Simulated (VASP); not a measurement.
Consider the following.

```
CELL_PARAMETERS angstrom
      4.08858    -2.26592    -0.02014
      4.08858     2.26592    -0.02014
      2.85113     0.00000     3.70437
ATOMIC_POSITIONS crystal
  Bi 0.23724 0.23724 0.23724
  Bi 0.76276 0.76276 0.76276
```

Computed with PBE GGA with D4 dispersion, VASP's PBE PAW potentials (set 64) (plane waves; VASP 6.6.1). Run with 520 eV cut-off, 10×10×10 Γ-centred mesh, first-order Methfessel-Paxton smearing of 0.10 eV, potentials Bi_d.

Unless said otherwise, spin-orbit coupling is left out, though it shifts the bands of the heavy elements here.

### Question
Estimate the energy per atom (σ→0), band gap (on the k-mesh) with the smallest direct gap where there is one.

### Answer

```yaml
band gap (on the k-mesh): none (metal, semimetal or under 0.01 eV)
energy per atom (σ→0): -4.376 eV/atom
```

The compound is Bi in the a7 structure. It was relaxed first.
